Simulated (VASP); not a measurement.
Energy against volume of Cs (bcc). Calculation: r2SCAN+rVV10, VASP's PBE PAW potentials (set 64) (plane waves; VASP). Run with 520 eV cut-off, 8×8×8 Γ-centred mesh, first-order Methfessel-Paxton smearing of 0.10 eV, potentials Cs_sv.

```json
[
 {"V (Å³/atom)": "114.376", "E (eV/atom)": "-24.56387"},
 {"V (Å³/atom)": "117.913", "E (eV/atom)": "-24.56474"},
 {"V (Å³/atom)": "121.451", "E (eV/atom)": "-24.56429"},
 {"V (Å³/atom)": "124.988", "E (eV/atom)": "-24.56268"}
]
```

Problem. Fit these four points and predict the energy of the run at 110.839 Å³/atom.

Solution. A cubic in V^(−2/3), the third-order Birch-Murnaghan form, passes through the four points with V0 = 118.41 Å³/atom and B0 = 2 GPa, and gives -24.5615 eV/atom there. The run gave -24.5615 eV/atom, -0.0 meV/atom from the fit; all five points give B0 = 2 GPa.

The compound is Cs in the bcc structure. It was relaxed first.
